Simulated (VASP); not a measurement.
Output of a VASP run:

File OSZICAR:
```
       N       E                     dE             d eps       ncg     rms          rms(c)
DAV:   1     0.877061900458E+02    0.87706E+02   -0.82098E+03  3080   0.108E+03
DAV:   2    -0.145543448557E+02   -0.10226E+03   -0.98059E+02  3156   0.306E+02
DAV:   3    -0.162957442988E+02   -0.17414E+01   -0.17110E+01  3472   0.410E+01
DAV:   4    -0.163127465298E+02   -0.17002E-01   -0.16986E-01  3268   0.405E+00
DAV:   5    -0.163132209920E+02   -0.47446E-03   -0.47446E-03  3636   0.579E-01    0.136E+01
RMM:   6    -0.155961223304E+02    0.71710E+00   -0.39144E+00  2880   0.185E+01    0.235E+00
RMM:   7    -0.155294654779E+02    0.66657E-01   -0.24512E-01  2880   0.501E+00    0.196E+00
RMM:   8    -0.155128114589E+02    0.16654E-01   -0.31981E-02  2880   0.118E+00    0.265E-01
RMM:   9    -0.155124150273E+02    0.39643E-03   -0.40897E-03  2880   0.543E-01    0.146E-01
RMM:  10    -0.155124234815E+02   -0.84542E-05   -0.56406E-04  2879   0.240E-01    0.646E-02
RMM:  11    -0.155124228695E+02    0.61197E-06   -0.20776E-04  2669   0.134E-01    0.190E-02
RMM:  12    -0.155124211942E+02    0.16754E-05   -0.54800E-05  2495   0.775E-02
   1 F= -.15512421E+02 E0= -.15512350E+02  d E =-.155124E+02
```

File OUTCAR:
```
------------------------ aborting loop because EDIFF is reached ----------------------------------------
  FORCE on cell =-STRESS in cart. coord.  units (eV):
  Direction    XX          YY          ZZ          XY          YZ          ZX
  --------------------------------------------------------------------------------------
  Total       -0.1097372     -0.1097372     -0.1097372     -0.0000000      0.0000000     -0.0000000
  in kB       -6.6659875     -6.6659875     -6.6659875     -0.0000000      0.0000000     -0.0000000
  external PRESSURE =      -6.6659875 kB  Pullay stress =       0.0000000 kB
  volume of cell :       26.38
      direct lattice vectors                 reciprocal lattice vectors
     2.976688440  0.000000000  0.000000000     0.335943791  0.000000000  0.000000000
     0.000000000  2.976688440  0.000000000     0.000000000  0.335943791  0.000000000
     0.000000000  0.000000000  2.976688440     0.000000000  0.000000000  0.335943791
 POSITION                                       TOTAL-FORCE (eV/Angst)
 -----------------------------------------------------------------------------------
      1.48834      1.48834      1.48834         0.000000      0.000000      0.000000
      0.00000      0.00000      0.00000         0.000000      0.000000      0.000000
 -----------------------------------------------------------------------------------
    total drift:                                0.000000      0.000000      0.000000
  FREE ENERGIE OF THE ION-ELECTRON SYSTEM (eV)
  ---------------------------------------------------
  free  energy   TOTEN  =       -15.5124211942 eV

  energy  without entropy=      -15.5122061546  energy(sigma->0) =      -15.51234951

 reached required accuracy - stopping structural energy minimisation
```
(Selected blocks of OUTCAR.)

File POSCAR:
```
RuAl
1
    2.9766884396     0.0000000000     0.0000000000
    0.0000000000     2.9766884396     0.0000000000
    0.0000000000     0.0000000000     2.9766884396
Al Ru
1 1
Direct
  0.5000000000   0.5000000000   0.5000000000
  0.0000000000   0.0000000000   0.0000000000
```

Task: Write an INCAR and KPOINTS that could have produced this output.

Result: Several could match; the one computed here: the input of the run itself, PBEsol GGA, plane waves, VASP's PBE PAW potentials (set 64).

### INCAR
```
! general
SYSTEM  = RuAl
PREC    = Normal
ENCUT   = 400
LREAL   = .FALSE.
LASPH   = .TRUE.

! electronic loop
EDIFF   = 1E-5
NELM    = 100
NELMIN  = 4
ALGO    = Fast
LMAXMIX = 4

! smearing
ISMEAR  = 1
SIGMA   = 0.1

! functional
GGA     = PS

! ions
IBRION  = 2
NSW     = 20
ISIF    = 2
EDIFFG  = -0.03

! output
LWAVE   = .FALSE.
LCHARG  = .FALSE.
```

**KPOINTS**
```
Automatic
0
Gamma
 14 14 14
0 0 0
```

POTCAR, in this order: Al Ru_pv (PBE.64 set). Program: vasp_std.

The compound is RuAl in the CsCl type structure. It was relaxed first. The electron count is odd and the run is not spin-polarised, which forces a metal.
